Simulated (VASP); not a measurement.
ZrC: relaxation of cell and atoms with r2SCAN

The system is ZrC.

```
Zr C
1.0
     0.00000    2.35649    2.35649
     2.35649    0.00000    2.35649
     2.35649    2.35649    0.00000
Zr C
1 1
Direct
  0.50000 0.50000 0.50000
  0.00000 0.00000 0.00000
```

- Program: VASP 6.6.1
- Task: relaxation of cell and atoms
- Functional: r2SCAN
- Potentials or basis: VASP PAW PBE potentials, release 64 (Zr_sv, C)
- Cutoff: 520 eV
- k mesh: 16 × 16 × 16
- Occupations: gaussian, width 0.1 eV
- Spin: no spin polarisation
- Further INCAR settings: ALGO = Normal; EDIFF = 1e-07; IBRION = 2; EDIFFG = -0.002; NSW = 80; ISIF = 3

```
Pressure after relaxing : 0.0 GPa
Band gap on the k mesh  : none (metal or under the smearing width)
```

Final structure:
```xyz
2
Lattice="0.0000 2.3565 2.3565 2.3565 0.0000 2.3565 2.3565 2.3565 0.0000" Properties=species:S:1:pos:R:3 pbc="T T T"
Zr    2.3565    2.3565    2.3565
C     0.0000    0.0000    0.0000
```

Levels at points of the mesh, in eV from the Fermi level:
| k point | band 5 | band 6 | band 7 | band 8 | band 9 | band 10 | band 11 | band 12 |
| --- | --- | --- | --- | --- | --- | --- | --- | --- |
| (0.00, 0.00, 0.00) | -12.01 | 0.92 | 0.92 | 0.92 | 1.31 | 1.31 | 1.31 | 2.94 |
| (0.50, 0.00, 0.00) | -8.95 | -5.45 | -3.09 | -3.09 | 4.76 | 4.76 | 5.66 | 6.93 |
| (0.50, 0.50, 0.00) | -10.87 | -2.23 | -1.61 | -0.01 | -0.01 | 4.57 | 5.92 | 5.92 |

Run time: 4.2 min on 1 thread of AMD EPYC 9R45 96-Core Processor (Zen 5), with other jobs on the host, peak memory 0.18 GiB.

Caveat: the relaxation stopped at its first step, so nothing moved; the PAW data sets were made with another functional, which shifts forces and pressure a little.
